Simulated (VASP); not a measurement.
Data:

```
MoTe2
1.0
    1.78894    -3.09854     0.00000
    1.78894     3.09854     0.00000
    0.00000     0.00000    18.97147
Te Mo
4 2
Direct
  0.33333   0.66667   0.84539
  0.66667   0.33333   0.34539
  0.66667   0.33333   0.15461
  0.33333   0.66667   0.65461
  0.33333   0.66667   0.25000
  0.66667   0.33333   0.75000
```

Method: revPBE GGA, VASP's PBE PAW potentials (set 64) (plane waves; VASP). Run with 520 eV cut-off, 7×7×2 Γ-centred mesh, Gaussian smearing of 0.050 eV, potentials Te Mo_sv.

Without a dispersion term in the relaxation, distances and binding between the weakly bound layers, chains or molecules are unreliable, and so is what depends on them.

Q: What does the run give for the energy per atom (σ→0)?

A: 
The energy per atom (σ→0) is -5.671 eV/atom.

Only differences to runs with the same potentials and settings are physical.

The compound is MoTe2 in the 2H layered structure. It was relaxed first, which changed the volume by +40 %.
